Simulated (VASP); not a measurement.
# SnPPt with LDA: from relaxation to properties, part 2 of 5

Wanted: the relaxed cell of SnPPt and its properties. The cell is invented: it takes the structure of a Materials Project entry for SrPPt (space group 187 there), with some of its atoms replaced by other elements, volume scaled by an estimate. It may not be a known or stable phase.

VASP 6.6.1; LDA; plane waves and PAW (Pt, Sn_d, P); invented cell.

Still holding for the runs below: This run has no spin polarisation. Its electron count is odd, so without a moment it is a metal by construction. The k-mesh is coarse for a metal.

So far. Step 2 (Full relaxation (LDA)): It ends with forces that vanish by symmetry and a pressure of -0.01 GPa.

## Step 3: Second relaxation

The basis stayed that of the start cell while the cell moved. A rerun from the cell reached resets it; the error of the finite cutoff stays. The mesh changes with the cell too.

Input file INCAR:

```
SYSTEM = SnPPt
PREC = Accurate
ENCUT = 400
EDIFF = 1E-06
NELM = 100
ISMEAR = 0
SIGMA = 0.05
LREAL = .FALSE.
ALGO = Normal
GGA = CA
NBANDS = 20
LORBIT = 11
LWAVE = .FALSE.
LCHARG = .FALSE.
IBRION = 2
NSW = 60
ISIF = 3
EDIFFG = -0.01
```

Input file POSCAR:

```
SnPPt
1.0
    3.9970596070      0.0000000118      0.0000000000
   -1.9985302834      3.4615557960      0.0000000000
    0.0000000000      0.0000000000      4.2648296425
Pt Sn P
1 1 1
Direct
    0.0000000000      0.0000000000      0.5000000000
    0.6666666700      0.3333333300      0.0000000000
    0.3333333300      0.6666666700      0.5000000000
```

Input file KPOINTS:

```
Automatic mesh
0
Gamma
7 7 5
0 0 0
```

Potentials, in the order of the species: Pt, Sn_d and P (LDA family, release 64).

Started as:

```bash
$ mpirun -np 1 vasp_std
```

The log of the run:

```text
[... set-up lines as in an earlier step ...]
 entering main loop
       N       E                     dE             d eps       ncg     rms          rms(c)
DAV:   1     0.206471794352E+03    0.20647E+03   -0.12232E+04  1008   0.160E+03
DAV:   2     0.120557729993E+01   -0.20527E+03   -0.19609E+03  1004   0.422E+02
DAV:   3    -0.186319763007E+02   -0.19838E+02   -0.19235E+02  1124   0.113E+02
DAV:   4    -0.192729388622E+02   -0.64096E+00   -0.63737E+00  1092   0.206E+01
DAV:   5    -0.192924723993E+02   -0.19534E-01   -0.19532E-01  1288   0.385E+00    0.133E+01
DAV:   6    -0.187788975321E+02    0.51357E+00   -0.37743E+00  1020   0.123E+01    0.714E+00
DAV:   7    -0.186637674906E+02    0.11513E+00   -0.74005E-01  1064   0.640E+00    0.386E+00
DAV:   8    -0.186298396593E+02    0.33928E-01   -0.84481E-02  1128   0.196E+00    0.588E-01
DAV:   9    -0.186286375460E+02    0.12021E-02   -0.78507E-03  1152   0.711E-01    0.222E-01
DAV:  10    -0.186284931323E+02    0.14441E-03   -0.97021E-04  1132   0.293E-01    0.698E-02
DAV:  11    -0.186284720961E+02    0.21036E-04   -0.12783E-04  1148   0.966E-02    0.301E-02
DAV:  12    -0.186284726416E+02   -0.54548E-06   -0.11897E-05  1276   0.343E-02    0.140E-02
DAV:  13    -0.186284716625E+02    0.97913E-06   -0.16561E-06   616   0.143E-02
   1 F= -.18628472E+02 E0= -.18625781E+02  d E =-.186285E+02
 curvature:   0.00 expect dE= 0.000E+00 dE for cont linesearch  0.000E+00
 trial: gam= 0.00000 g(F)=  0.452E-43 g(S)=  0.460E-02 ort = 0.000E+00 (trialstep = 0.100E+01)
 search vector abs. value=  0.460E-02
 bond charge predicted
       N       E                     dE             d eps       ncg     rms          rms(c)
DAV:   1    -0.186439515106E+02   -0.15479E-01   -0.52331E-01  1052   0.553E+00    0.612E-01
DAV:   2    -0.186358374985E+02    0.81140E-02   -0.15757E-02  1160   0.107E+00    0.331E-01
DAV:   3    -0.186325911790E+02    0.32463E-02   -0.36182E-03  1296   0.466E-01    0.105E-01
DAV:   4    -0.186322976115E+02    0.29357E-03   -0.60508E-04  1428   0.256E-01    0.444E-02
DAV:   5    -0.186322695950E+02    0.28017E-04   -0.11233E-04  1400   0.985E-02    0.166E-02
DAV:   6    -0.186322672697E+02    0.23252E-05   -0.78480E-06  1384   0.261E-02    0.703E-03
DAV:   7    -0.186322668914E+02    0.37834E-06   -0.95635E-07   572   0.902E-03
   2 F= -.18632267E+02 E0= -.18630111E+02  d E =-.379523E-02
[...]
3 F= -.18633702E+02 E0= -.18631774E+02  d E =-.523013E-02
[...]
4 F= -.18635139E+02 E0= -.18633283E+02  d E =-.143703E-02
[...]
5 F= -.18635168E+02 E0= -.18633321E+02  d E =-.146587E-02
 curvature:  -0.58 expect dE=-0.357E-04 dE for cont linesearch -0.215E-08
 trial: gam=-0.06582 g(F)=  0.542E-44 g(S)=  0.615E-04 ort =-0.662E-05 (trialstep = 0.481E+00)
 search vector abs. value=  0.114E-03
 bond charge predicted
       N       E                     dE             d eps       ncg     rms          rms(c)
DAV:   1    -0.186352582210E+02   -0.90284E-04   -0.30306E-03  1056   0.423E-01    0.479E-02
DAV:   2    -0.186352109316E+02    0.47289E-04   -0.81299E-05  1232   0.945E-02    0.260E-02
DAV:   3    -0.186351902310E+02    0.20701E-04   -0.24798E-05  1372   0.522E-02    0.600E-03
DAV:   4    -0.186351893838E+02    0.84716E-06   -0.29549E-06   932   0.151E-02
   6 F= -.18635189E+02 E0= -.18633337E+02  d E =-.217169E-04
 trial-energy change:   -0.000022  1 .order   -0.000022   -0.000030   -0.000015
 step:   0.9744(harm=  0.9744)  dis= 0.00000  next Energy=   -18.635198 (dE=-0.302E-04)
 reached required accuracy - stopping structural energy minimisation
```

Wall time 43 s (1 MPI rank of Intel Xeon Platinum 8488C (Sapphire Rapids), shared host); peak memory 0.15 GiB.

OUTCAR, selected parts (step 3):

```text
  LATTYP: Found a hexagonal cell.
 ALAT       =     3.9970596070
 C/A-ratio  =     1.0669917544

The static configuration has the point symmetry D_3h.

 Found     24 irreducible k-points:

   k-points           NKPTS =     24   k-points in BZ     NKDIM =     24   number of bands    NBANDS=     20

   dimension x,y,z NGX =    28 NGY =   28 NGZ =   28
   dimension x,y,z NGXF=    56 NGYF=   56 NGZF=   56

   ENCUT  =  400.0 eV  29.40 Ry    5.42 a.u.   6.52  6.52  6.95*2*pi/ulx,y,z

   NELECT =      29.0000    total number of electrons

 E-fermi :   8.3304

 k-point     1 :       0.0000    0.0000    0.0000
  band No.  band energies     occupation
    ...
      9       2.1766      2.00000
     10       4.6944      2.00000
     11       5.2212      2.00000
     12       5.2212      2.00000
     13       6.8767      2.00000
     14      10.5887      0.00000
     15      10.5887      0.00000
     16      11.0195      0.00000
     17      11.7060      0.00000
     18      11.7060      0.00000
    ...

 k-point     2 :       0.1429    0.0000    0.0000
  band No.  band energies     occupation
    ...
      9       2.6136      2.00000
     10       4.1535      2.00000
     11       5.1895      2.00000
     12       6.0617      2.00000
     13       6.7995      2.00000
     14       8.4644      0.00015
     15       9.3129      0.00000
     16      11.1530      0.00000
     17      12.5697      0.00000
     18      12.7081      0.00000
    ...

  Total        0.0214041      0.0214041     -0.0050583     -0.0000000      0.0000000      0.0000000
  in kB        0.5760261      0.5760263     -0.1361288     -0.0000001      0.0000000      0.0000000
  external PRESSURE =       0.3386412 kB  Pullay stress =       0.0000000 kB

  energy-cutoff  :      400.00
  volume of cell :       59.53
      direct lattice vectors                 reciprocal lattice vectors
     3.973128900  0.000000015  0.000000000     0.251690802  0.145313760 -0.000000000
    -1.986564924  3.440831182 -0.000000000    -0.000000001  0.290627452 -0.000000000
     0.000000000  0.000000000  4.354803612    -0.000000000  0.000000000  0.229631480

 POSITION                                       TOTAL-FORCE (eV/Angst)
 -----------------------------------------------------------------------------------
      0.00000      0.00000      2.17740        -0.000000      0.000000     -0.000000
      1.98656      1.14694      4.35480         0.000000     -0.000000      0.000000
     -0.00000      2.29389      2.17740        -0.000000      0.000000     -0.000000
 -----------------------------------------------------------------------------------
    total drift:                               -0.000005      0.000009     -0.000000

  FREE ENERGIE OF THE ION-ELECTRON SYSTEM (eV)
  ---------------------------------------------------
  free  energy   TOTEN  =       -18.6351893838 eV

  energy  without entropy=      -18.6314852118  energy(sigma->0) =      -18.63333730

 total charge
# of ion       s       p       d       tot
------------------------------------------
    1        0.749   0.641   8.199   9.589
    2        1.397   0.715   9.995  12.107
    3        1.054   1.385   0.000   2.439
--------------------------------------------------
tot          3.201   2.741  18.193  24.135

[... 2 parts as in an earlier step ...]

[... 7 further parts left out ...]
```

Step by step:

| step | energy less that of the first step (eV) | largest force (eV/Å) | pressure (GPa) | volume (Å³) |
| --- | --- | --- | --- | --- |
| 1 | 0.0000 | 0.0000 | 0.00 | 59.01 |
| 2 | -0.0038 | 0.0000 | 0.45 | 59.01 |
| 3 | -0.0052 | 0.0000 | 0.91 | 59.01 |
| 4 | -0.0067 | 0.0000 | 0.19 | 59.46 |
| 5 | -0.0067 | 0.0000 | 0.07 | 59.53 |
| 6 | -0.0067 | 0.0000 | 0.03 | 59.53 |

| conventional cell, symmetrised | before | after | change |
| --- | --- | --- | --- |
| a (Å) | 3.997 | 3.973 | -0.6 % |
| b (Å) | 3.997 | 3.973 | -0.6 % |
| c (Å) | 4.265 | 4.355 | +2.1 % |
| volume (Å³/atom) | 19.67 | 19.84 | +0.9 % |

The relaxed structure:

```xyz
3
Lattice="3.9731 0.0000 0.0000 -1.9866 3.4408 0.0000 0.0000 0.0000 4.3548" Properties=species:S:1:pos:R:3 pbc="T T T"
Pt    0.0000    0.0000    2.1774
Sn    1.9866    1.1469    0.0000
P     0.0000    2.2939    2.1774
```

This step gave:

```yaml
irreducible_k_points: 24
energy_at_zero_smearing: -18.63 eV
fermi_energy: 8.330 eV
pressure: 0.03386 GPa
scf_cycles_over_all_ionic_steps: 44
```

It ends with forces that vanish by symmetry and a pressure of 0.03 GPa.

## Step 4: Density, ELF and potential (LDA)

A single point on the relaxed cell gives a clean self-consistent state, with density, ELF and potential written out.

INCAR, as its differences from that of step 3:

```diff
@@ -13,6 +13,5 @@
 LWAVE = .FALSE.
-LCHARG = .FALSE.
-IBRION = 2
-NSW = 60
-ISIF = 3
-EDIFFG = -0.01
+LCHARG = .TRUE.
+ISIF = 2
+LELF = .TRUE.
+LVHAR = .TRUE.
```

Input file POSCAR:

```
SnPPt
1.0
    3.9731288998      0.0000000150      0.0000000000
   -1.9865649241      3.4408311824      0.0000000000
    0.0000000000      0.0000000000      4.3548036121
Pt Sn P
1 1 1
Direct
    0.0000000000      0.0000000000      0.5000000000
    0.6666666700      0.3333333300      0.0000000000
    0.3333333300      0.6666666700      0.5000000000
```

KPOINTS is that of step 3.

Started as:

```bash
$ mpirun -np 1 vasp_std
```

The log of the run:

```text
[... set-up lines as in an earlier step ...]
 entering main loop
       N       E                     dE             d eps       ncg     rms          rms(c)
DAV:   1     0.203798031297E+03    0.20380E+03   -0.12132E+04  1016   0.158E+03
DAV:   2     0.673099029217E+00   -0.20312E+03   -0.19408E+03   980   0.414E+02
DAV:   3    -0.186915810942E+02   -0.19365E+02   -0.18788E+02  1148   0.112E+02
DAV:   4    -0.192963024225E+02   -0.60472E+00   -0.60294E+00  1068   0.202E+01
DAV:   5    -0.193137613811E+02   -0.17459E-01   -0.17458E-01  1240   0.365E+00    0.135E+01
DAV:   6    -0.187813324339E+02    0.53243E+00   -0.37309E+00  1036   0.123E+01    0.710E+00
DAV:   7    -0.186709536756E+02    0.11038E+00   -0.71424E-01  1060   0.637E+00    0.383E+00
DAV:   8    -0.186371151311E+02    0.33839E-01   -0.84165E-02  1136   0.193E+00    0.618E-01
DAV:   9    -0.186357225073E+02    0.13926E-02   -0.87267E-03  1120   0.740E-01    0.210E-01
DAV:  10    -0.186355872423E+02    0.13527E-03   -0.99936E-04  1108   0.293E-01    0.671E-02
DAV:  11    -0.186355678022E+02    0.19440E-04   -0.99912E-05  1112   0.871E-02    0.249E-02
DAV:  12    -0.186355687048E+02   -0.90255E-06   -0.67230E-06  1104   0.208E-02
   1 F= -.18635569E+02 E0= -.18633717E+02  d E =-.370291E-02
```

It took 15 s on 1 MPI rank; peak memory 0.15 GiB.

OUTCAR, selected parts (step 4):

```text
  LATTYP: Found a hexagonal cell.
 ALAT       =     3.9731288998
 C/A-ratio  =     1.0960640145

The static configuration has the point symmetry D_3h.

 Found     24 irreducible k-points:

   ENCUT  =  400.0 eV  29.40 Ry    5.42 a.u.   6.48  6.48  7.10*2*pi/ulx,y,z

   NELECT =      29.0000    total number of electrons

 E-fermi :   8.3305

 k-point     1 :       0.0000    0.0000    0.0000
  band No.  band energies     occupation
    ...
      9       2.1765      2.00000
     10       4.6945      2.00000
     11       5.2213      2.00000
     12       5.2213      2.00000
     13       6.8769      2.00000
     14      10.5887      0.00000
     15      10.5887      0.00000
     16      11.0195      0.00000
     17      11.7062      0.00000
     18      11.7062      0.00000
    ...

 k-point     2 :       0.1429    0.0000    0.0000
  band No.  band energies     occupation
    ...
      9       2.6136      2.00000
     10       4.1536      2.00000
     11       5.1896      2.00000
     12       6.0618      2.00000
     13       6.7996      2.00000
     14       8.4644      0.00015
     15       9.3129      0.00000
     16      11.1531      0.00000
     17      12.5699      0.00000
     18      12.7082      0.00000
    ...

  Total       -0.0082310     -0.0082310     -0.0079377      0.0000000     -0.0000000      0.0000000
  in kB       -0.2215128     -0.2215129     -0.2136202      0.0000000     -0.0000000      0.0000000
  external PRESSURE =      -0.2188820 kB  Pullay stress =       0.0000000 kB

  energy-cutoff  :      400.00
  volume of cell :       59.53
      direct lattice vectors                 reciprocal lattice vectors
     3.973128900  0.000000015  0.000000000     0.251690802  0.145313760  0.000000000
    -1.986564924  3.440831182  0.000000000    -0.000000001  0.290627452  0.000000000
     0.000000000  0.000000000  4.354803612     0.000000000  0.000000000  0.229631480

 POSITION                                       TOTAL-FORCE (eV/Angst)
 -----------------------------------------------------------------------------------
      0.00000      0.00000      2.17740        -0.000000     -0.000000      0.000000
      1.98656      1.14694      0.00000        -0.000000     -0.000000      0.000000
     -0.00000      2.29389      2.17740         0.000000      0.000000      0.000000
 -----------------------------------------------------------------------------------
    total drift:                               -0.000005      0.000009     -0.000000

  FREE ENERGIE OF THE ION-ELECTRON SYSTEM (eV)
  ---------------------------------------------------
  free  energy   TOTEN  =       -18.6355687048 eV

  energy  without entropy=      -18.6318657968  energy(sigma->0) =      -18.63371725

 total charge
# of ion       s       p       d       tot
------------------------------------------
    1        0.749   0.641   8.198   9.589
    2        1.397   0.715   9.995  12.107
    3        1.054   1.385   0.000   2.439
--------------------------------------------------
tot          3.201   2.741  18.193  24.135

[... 3 parts as in an earlier step ...]

[... 7 further parts left out ...]
```

This step gave:

| Item | Value |
| --- | --- |
| SCF cycles | 12 |
| Fermi energy | 8.331 eV |
| pressure | -0.02189 GPa |

Valence electrons inside each PAW sphere by angular momentum. Sphere charges, by row:

| atom | s (e) | p (e) | d (e) | tot (e) |
| --- | --- | --- | --- | --- |
| Pt1 | 0.749 | 0.641 | 8.198 | 9.589 |
| Sn2 | 1.397 | 0.715 | 9.995 | 12.11 |
| P3 | 1.054 | 1.385 | 0 | 2.439 |

Electrostatic potential energy in the ab plane at fractional z = 0.500, with atoms of Pt and P within 0.2 Å of it. With pseudopotentials it is smooth inside the atoms' cores, unlike the true potential.

Ten even steps from '0' (-80 eV) to '9' (3 eV), each cell a mean:
```
12589888897421
24787656887422
67863114787544
88730004798777
98400006899999
98300148999999
98422579999999
98767899999999
99889999999999
88789999999999
65568999999998
32358999999975
11258999999742
01368999998621
```
Columns run along a (4.0 Å; values clipped at the 3rd and 97th percentile), rows up along b (4.0 Å). Atoms in or near the plane, at fractional coordinates: Pt at (0.00, 0.00), P at (0.33, 0.67).

Valence density in the ab plane at fractional z = 0.500, with atoms of Pt and P within 0.2 Å of it. It is the smooth field of the valence electrons, not physical close to the nuclei.

Values in e/Å³, 14 rows by 14 columns, each cell a mean:
```
 3.0  2.3  1.4  0.8  0.5  0.5  0.5  0.5  0.5  0.6  0.9  1.5  2.4  3.1
 2.1  1.5  1.0  0.7  0.7  0.7  0.6  0.7  0.7  0.7  1.0  1.6  2.2  2.4
 1.2  0.9  0.7  0.8  0.7  0.5  0.6  0.8  0.8  0.7  0.9  1.2  1.5  1.5
 0.6  0.6  0.7  0.7  0.3  0.0  0.4  0.8  0.7  0.6  0.6  0.7  0.8  0.7
 0.4  0.5  0.7  0.4 -0.1 -0.1  0.5  0.7  0.5  0.4  0.3  0.4  0.4  0.4
 0.3  0.5  0.6  0.4  0.2  0.4  0.6  0.5  0.3  0.2  0.2  0.2  0.2  0.2
 0.3  0.5  0.7  0.7  0.7  0.7  0.5  0.3  0.2  0.1  0.1  0.1  0.1  0.2
 0.3  0.5  0.7  0.8  0.7  0.5  0.3  0.2  0.1  0.1  0.1  0.1  0.1  0.2
 0.4  0.6  0.7  0.7  0.6  0.3  0.2  0.1  0.1  0.1  0.1  0.1  0.1  0.2
 0.6  0.8  0.9  0.7  0.5  0.3  0.2  0.1  0.1  0.1  0.1  0.1  0.2  0.3
 1.1  1.4  1.3  1.0  0.6  0.3  0.2  0.1  0.1  0.1  0.1  0.2  0.3  0.6
 1.9  2.1  1.8  1.2  0.6  0.3  0.2  0.1  0.1  0.1  0.2  0.3  0.7  1.3
 2.9  2.8  2.1  1.3  0.6  0.3  0.2  0.2  0.2  0.2  0.3  0.7  1.5  2.2
 3.5  2.9  1.9  1.1  0.5  0.3  0.3  0.3  0.3  0.3  0.6  1.1  2.1  3.0
```
Columns run along a (4.0 Å), rows up along b (4.0 Å). Atoms in or near the plane, at fractional coordinates: Pt at (0.00, 0.00), P at (0.33, 0.67).

ELF in the ab plane at fractional z = 0.500, with atoms of Pt and P within 0.2 Å of it. It is the smooth field of the valence electrons, not physical close to the nuclei.

Ten even steps from '0' (0.00) to '9' (0.80), each cell a mean:
```
00356888864200
12579989975200
35799679975322
46995369964433
68963369853334
68865688643334
78888886422224
68999863110124
67877542100124
45554331000133
33344321011233
10133322122332
00023333333320
10134555554300
```
Columns run along a (4.0 Å), rows up along b (4.0 Å). Atoms in or near the plane, at fractional coordinates: Pt at (0.00, 0.00), P at (0.33, 0.67).

In this run the pressure is -0.02 GPa, small enough to go on.

[end of part 2 of 5]

[Lines on the potential files, build, host, timing and source positions are cut from VASP's logs without a mark.]

[Logs are printed without paths, hosts, clocks, repeated set-up lines and the standing remarks that a program may print on its own settings, such as how far it seeks lower states.]

[Hosts, paths, dates, database ids (printed as entryN), source tags and the programs' standing remarks are cut or masked in the printed files.]

[A measured line is paired with the nearest computed mode of its activity, which favours agreement.]
